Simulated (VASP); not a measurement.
Crystal: WSe2.

```xyz
6
Lattice="3.3378 0.0000 0.0000 -1.6689 2.8906 0.0000 0.0000 0.0000 13.4795" Properties=species:S:1:pos:R:3 pbc="T T T"
W     0.0000    1.9271    3.3699
W     1.6689    0.9635   10.1096
Se    0.0000    1.9271    8.4000
Se    1.6689    0.9635    1.6603
Se    0.0000    1.9271   11.8191
Se    1.6689    0.9635    5.0794
```

The cell isn't the ideal one: a relaxed cell with its volume scaled by 1.06.

```yaml
Program: VASP 6.6.1
Task: relaxation of shape and atoms at fixed volume
Functional: PBEsol
Potentials_or_basis: VASP PAW PBE potentials, release 64 (W_sv, Se)
Cutoff: 600 eV
k_mesh: 9 × 9 × 2
Occupations: gaussian, width 0.03 eV
Spin: no spin polarisation
```

At the start: pressure -7.2 GPa; volume 21.68 Å³/atom.

Task: Where does the relaxation end?

Result: Over 8 steps the energy falls by 26.0 meV/atom; space group P6_3/mmc (No. 194, to 0.05 Å).

Step by step:
| step | energy change (eV) | largest force (eV/Å) | pressure (GPa) |
| --- | --- | --- | --- |
| 1 | 0.0000 | 0.9102 | -7.24 |
| 2 | -0.0863 | 0.1172 | -3.81 |
| 3 | -0.0864 | 0.0918 | -3.70 |
| 4 | -0.1292 | 0.0355 | -2.49 |
| 5 | -0.1552 | 0.0727 | -0.15 |
| 6 | -0.1555 | 0.0627 | -0.38 |
| 7 | -0.1556 | 0.0530 | -0.85 |
| 8 | -0.1560 | 0.0009 | -0.63 |

Final structure:
```cif
data_structure
_symmetry_space_group_name_H-M 'P 1'
_symmetry_Int_Tables_number 1
_cell_length_a 3.2811
_cell_length_b 3.2811
_cell_length_c 13.9489
_cell_angle_alpha 90.000
_cell_angle_beta 90.000
_cell_angle_gamma 120.000
_cell_volume 130.05
loop_
_atom_site_label
_atom_site_type_symbol
_atom_site_fract_x
_atom_site_fract_y
_atom_site_fract_z
_atom_site_occupancy
W1 W 0.33333 0.66667 0.25000 1
W2 W 0.66667 0.33333 0.75000 1
Se1 Se 0.33333 0.66667 0.62995 1
Se2 Se 0.66667 0.33333 0.12995 1
Se3 Se 0.33333 0.66667 0.87005 1
Se4 Se 0.66667 0.33333 0.37005 1
```

Caveat: the PAW data sets were made with another functional, which shifts forces and pressure a little; this functional lacks dispersion, which binds the layers, so the pressure and a relaxed spacing across them are unreliable.
